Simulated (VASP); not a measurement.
Nb$_{3}$Sn (A15) is relaxed at rising pressure, each step from the one before. Symmetry mostly holds the structure type, and other phases were not tried. The mesh follows the cell, and a change of mesh leaves a small step in the series.

Here is the system:

Nb3Sn has the cubic space group Pm-3n (No. 223), the A15 (Cr3Si type) structure, Pearson symbol cP8. Conventional cell: a = b = c = 5.2200 Å, α = β = γ = 90.00°. Nb on 6c is surrounded by 2 Nb at 2.610 Å and 8 Nb at 3.197 Å and 4 Sn at 2.918 Å. Sn on 2a is coordinated by 12 Nb at 2.918 Å. (Neighbours: up to the widest gap in distance over summed covalent radii, below 1.35, at either atom.)

All values below come from LDA (Ceperley-Alder, Perdew-Zunger), VASP's LDA PAW potentials (set 64) (plane waves; VASP). Settings: 500 eV cut-off, 6×6×6 Γ-centred mesh, first-order Methfessel-Paxton smearing of 0.10 eV, potentials Nb_sv Sn_d.

Unless said otherwise, spin-orbit coupling is left out, though it shifts the bands of the heavy elements here.

```csv
P (GPa),V (Å³/atom),H − H(0) (eV/atom),space group,gap on the mesh (eV),k-mesh
0,17.78,0.000,Pm-3n,0.00,6×6×6
5,17.34,0.548,Pm-3n,0.00,6×6×6
10,16.94,1.083,Pm-3n,0.00,6×6×6
20,16.26,2.119,Pm-3n,0.00,6×6×6
30,15.70,3.116,Pm-3n,0.00,6×6×6
45,14.99,4.552,Pm-3n,0.00,6×6×6
```

Pressures at which the relaxation failed are left out.

The compound is Nb3Sn in the A15 structure.
